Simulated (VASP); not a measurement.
Ti, 1 atom in the cell. Symmetry: Im-3m, No. 229, cubic system. The conventional cell has a = 3.210 Å, b = 3.210 Å, c = 3.210 Å, α = 90.00°, β = 90.00°, γ = 90.00°. Around Ti (site symmetry m-3m) lie 8 Ti at 2.78 Å. This isn't the form of Ti at room conditions, which is hcp.

```yaml
Program: VASP 6.6.1
Task: single point
Functional: PBEsol
Potentials_or_basis: VASP PAW PBE potentials, release 64 (Ti_sv)
Cutoff: 520 eV
k_mesh: 18 × 18 × 18
Occupations: gaussian, width 0.1 eV
Spin: no spin polarisation
Dipole_correction: no
Further_INCAR_settings: ALGO = Normal; EDIFF = 1e-06; NBANDS = 12
```

Potentials or basis: VASP PAW PBE potentials, release 64 (Ti_sv).

The run is started by

```console
$ cat potpaw_PBE.64/Ti_sv/POTCAR > POTCAR
$ mpirun -np 1 vasp_std > vasp.out
```

Hardware: 1 thread of AMD EPYC 7R13 Processor (Zen 3) (shared host).

Task: How long does it take, and how much memory?

Result: Run time: 34 s on 1 thread of AMD EPYC 7R13 Processor (Zen 3) (shared host), peak memory 0.13 GiB. Counts: scf iterations 12, k points 195.
